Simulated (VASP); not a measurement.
```
NaI
1.0
    0.00000     3.29970     3.29970
    3.29970     0.00000     3.29970
    3.29970     3.29970     0.00000
Na I
1 1
Direct
  0.00000   0.00000   0.00000
  0.50000   0.50000   0.50000
```

All values below come from PBE GGA, VASP's PBE PAW potentials (set 64) (plane waves; VASP). Run with 400 eV cut-off, KSPACING 0.35 per Å, Gaussian smearing of 0.050 eV, potentials Na_pv I.

Gaps are read on the run's mesh, which can miss a band edge. Unless said otherwise, spin-orbit coupling is left out, though it shifts the bands of the heavy elements here.

Q: Predict the energy per atom (σ→0), band gap (on the k-mesh) with the smallest direct gap where there is one.

A: 
The band gap (on the k-mesh) is 3.49 eV and the smallest direct gap (on the k-mesh) is 3.49 eV. The energy per atom (σ→0) is -2.692 eV/atom.

The compound is NaI in the rock salt structure. The cell was not relaxed at this level. The run is one of a series of settings (KGAMMA = .TRUE., KSPACING = 0.35, KPOINTS file removed against the base run), some of them coarse on purpose.
